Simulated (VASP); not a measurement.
Set up this calculation in VASP 6.6.1, as the native input.

* Task: single point
* Functional: LDA
* Potentials or basis: VASP PAW LDA potentials, release 64 (La, Bi_d)
* Cutoff: 520 eV
* k mesh: 6 × 6 × 6
* Occupations: fermi-dirac, width 0.1 eV
* Spin: no spin polarisation
* Dipole correction: no
* Further INCAR settings: ALGO = Normal; EDIFF = 1e-06; NBANDS = 20

The structure of LaBi lies in POSCAR:

```
LaBi
1.0
    0.0000000000      3.2825000000      3.2825000000
    3.2825000000      0.0000000000      3.2825000000
    3.2825000000      3.2825000000      0.0000000000
La Bi
1 1
Direct
    0.0000000000      0.0000000000      0.0000000000
    0.5038080731      0.5038080731      0.4961919269
```

The input as run:

INCAR

```
SYSTEM = LaBi
  PREC = Accurate
  ENCUT = 520
  EDIFF = 1E-6
  ISMEAR = -1
  SIGMA = 0.1
  LREAL = .False.
  LASPH = .True.
  NELM = 100
  ALGO = Normal
  ISIF = 2
  LWAVE = .False.
  LCHARG = .True.
  GGA = CA
  LELF = .True.
  LVHAR = .True.
  NBANDS = 20
```

KPOINTS

```
regular mesh
0
Gamma
  6 6 6
  0 0 0
```

Potentials or basis: VASP PAW LDA potentials, release 64 (La, Bi_d).

Command:

```console
$ cat potpaw_LDA.64/La/POTCAR potpaw_LDA.64/Bi_d/POTCAR > POTCAR
$ mpirun -np 1 vasp_std > vasp.out
```

It gave:

```json
{
 "Pressure": "-1.5 GPa",
 "Largest force": "0.084 eV/Å",
 "Band gap on the k mesh": "none (metal or under the smearing width)"
}
```

Caveat: spin-orbit coupling is left out, which moves the levels of the heavy elements.

Run time: 19 s on 1 thread of Intel(R) Xeon(R) 6975P-C (Granite Rapids), with other jobs on the host, peak memory 0.2 GiB.
